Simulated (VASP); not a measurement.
VASP ran on this input.

POSCAR:
```
PbO2
1.0
  5.0248020055   0.0000000000   0.0000000000
  0.0000000000   5.0248020055   0.0000000000
  0.0000000000   0.0000000000   3.4501169221
Pb O
2 4
direct
  0.0000000000   0.0000000000   0.0000000000
  0.5000000000   0.5000000000   0.5000000000
  0.3073757315   0.3073757315   0.0000000000
  0.8073757315   0.1926242685   0.5000000000
  0.1926242685   0.8073757315   0.5000000000
  0.6926242685   0.6926242685   0.0000000000
```

### KPOINTS
```
Automatic mesh
0
Gamma
5 5 7
0 0 0
```

**INCAR**
```
# general
SYSTEM    =  PbO2
PREC      =  Accurate
ENCUT     =  520
LREAL     =  .FALSE.
LASPH     =  .TRUE.

# electronic loop
EDIFF     =  1E-7
NELM      =  100
ALGO      =  Normal
LMAXMIX   =  4

# smearing
ISMEAR    =  -5

# functional
GGA       =  MK
LUSE_VDW  =  .TRUE.
AGGAC     =  0.0
PARAM1    =  0.1234568
PARAM2    =  0.7114
ZAB_VDW   =  -1.8867

# ions
ISIF      =  2

# output
LWAVE     =  .FALSE.
LCHARG    =  .TRUE.
LORBIT    =  11
NEDOS     =  601

# other
LEFG      =  .TRUE.
```

POTCAR, in this order: Pb_d O (PBE.64 set). Program: vasp_std.

Problem. Write an equivalent input for Quantum ESPRESSO's pw.x.

Solution. One equivalent input (not run):
```
&CONTROL
  calculation = 'scf'
  pseudo_dir = './pseudo'
  outdir = './out'
  tprnfor = .true.
  tstress = .true.
/
&SYSTEM
  ibrav = 0
  nat = 6
  ntyp = 2
  ecutwfc = 84
  occupations = 'tetrahedra'
  input_dft = 'vdw-df2-b86r'
/
&ELECTRONS
  conv_thr = 7.3e-09
  electron_maxstep = 100
/
ATOMIC_SPECIES
  Pb 207.200 Pb.upf
  O 15.999 O.upf
CELL_PARAMETERS angstrom
     5.0248020    0.0000000    0.0000000
     0.0000000    5.0248020    0.0000000
     0.0000000    0.0000000    3.4501169
ATOMIC_POSITIONS crystal
  Pb   0.0000000  0.0000000  0.0000000
  Pb   0.5000000  0.5000000  0.5000000
  O    0.3073757  0.3073757  0.0000000
  O    0.8073757  0.1926243  0.5000000
  O    0.1926243  0.8073757  0.5000000
  O    0.6926243  0.6926243  0.0000000
K_POINTS automatic
  5 5 7 0 0 0
```
Limits of the translation: the potentials are each code's own (VASP's PAW set, PseudoDojo norm-conserving files in pw.x), so ENCUT and ecutwfc are chosen apart and not converted; conv_thr bounds pw.x's estimated SCF error, while EDIFF bounds the energy change between steps; the field gradients of LEFG aren't asked of the other code.

The compound is PbO2 in the rutile structure. It was relaxed first.
